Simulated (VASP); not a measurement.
CaO (rock salt) is relaxed at rising pressure, each step from the one before. Symmetry mostly holds the structure type, and other phases were not tried. The mesh follows the cell, and a change of mesh leaves a small step in the series.

```
CELL_PARAMETERS angstrom
      0.00000     2.41955     2.41955
      2.41955     0.00000     2.41955
      2.41955     2.41955     0.00000
ATOMIC_POSITIONS crystal
  Ca 0.00000 0.00000 0.00000
  O  0.50000 0.50000 0.50000
```

Computed with PBE GGA, VASP's PBE PAW potentials (set 64) (plane waves; VASP). Numerical set-up: 620 eV cut-off, 9×9×9 Γ-centred mesh, Gaussian smearing of 0.050 eV, potentials Ca_sv O.

```json
[
 {"P (GPa)": "0", "V (Å³/atom)": "14.16", "H − H(0) (eV/atom)": "0.000", "space group": "Fm-3m", "k-mesh": "9×9×9"},
 {"P (GPa)": "5", "V (Å³/atom)": "?", "H − H(0) (eV/atom)": "?", "space group": "Fm-3m", "k-mesh": "10×10×10"},
 {"P (GPa)": "10", "V (Å³/atom)": "13.07", "H − H(0) (eV/atom)": "0.849", "space group": "Fm-3m", "k-mesh": "10×10×10"},
 {"P (GPa)": "20", "V (Å³/atom)": "?", "H − H(0) (eV/atom)": "?", "space group": "Fm-3m", "k-mesh": "10×10×10"},
 {"P (GPa)": "30", "V (Å³/atom)": "11.73", "H − H(0) (eV/atom)": "2.392", "space group": "Fm-3m", "k-mesh": "10×10×10"},
 {"P (GPa)": "45", "V (Å³/atom)": "11.05", "H − H(0) (eV/atom)": "3.458", "space group": "Fm-3m", "k-mesh": "10×10×10"}
]
```

Some entries are withheld; supply them.

- 20, V (Å³/atom): 12.31
- 20, H − H(0) (eV/atom): 1.641
- 5, V (Å³/atom): 13.55
- 5, H − H(0) (eV/atom): 0.433

Pressures at which the relaxation failed are left out.

The compound is CaO in the rock salt structure.
